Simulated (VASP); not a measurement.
KAl:

```
K Al
1.0
     4.12691    0.00000    0.00000
     0.00000    4.12691    0.00000
     0.00000    0.00000    4.12691
K Al
1 1
Cartesian
  2.0635 2.0635 2.0635
  0.0000 0.0000 0.0000
```

The cell was built by a generator and needn't be a form met in nature.

Base run:

| Item | Value |
| --- | --- |
| Program | VASP 6.6.1 |
| Functional | TPSS |
| Potentials or basis | VASP PAW PBE potentials, release 64 (K_sv, Al) |
| Cutoff | 520 eV |
| k mesh | 7 × 7 × 7 |
| Occupations | fermi-dirac, width 0.05 eV |
| Spin | no spin polarisation |

Its results: pressure 0.2 GPa.

The run is repeated on the same cell with these changes: functional from TPSS to BLYP. What comes out?

Pressure 1.3 GPa.

Caveats: the PAW data sets were made with another functional, which shifts forces and pressure a little.

Not every run made on this cell is shown here.
